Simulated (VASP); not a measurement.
A cell of InSb (zinc blende) near equilibrium:

```
InSb
1.0
    0.00000     3.25920     3.25920
    3.25920     0.00000     3.25920
    3.25920     3.25920     0.00000
In Sb
1 1
Cartesian
  6.51840   6.51840   6.51840
  1.62960   1.62960   1.62960
```

Calculation: PBEsol GGA, VASP's PBE PAW potentials (set 64) (plane waves; VASP).

```
run               ΔE (meV/atom)   σxx   σyy   σzz  largest shear component, with its sign (GPa)
----------------  -------------  ----  ----  ----  --------------------------------------------
as it is                    0.0  0.04  0.04  0.04                                          0.00
after one change            0.2  0.21  0.35  0.21                                          0.00
```
Stress is in GPa, positive when the cell is compressed.

Problem. Name the change that produced these shifts.
A) biaxial strain of +1.5 % in the xz plane
B) isotropic strain of -1.0 %
C) uniaxial strain of -0.5 % along y
D) biaxial strain of +0.5 % in the xz plane

Solution. C, uniaxial strain of -0.5 % along y

The compound is InSb in the zinc blende structure.
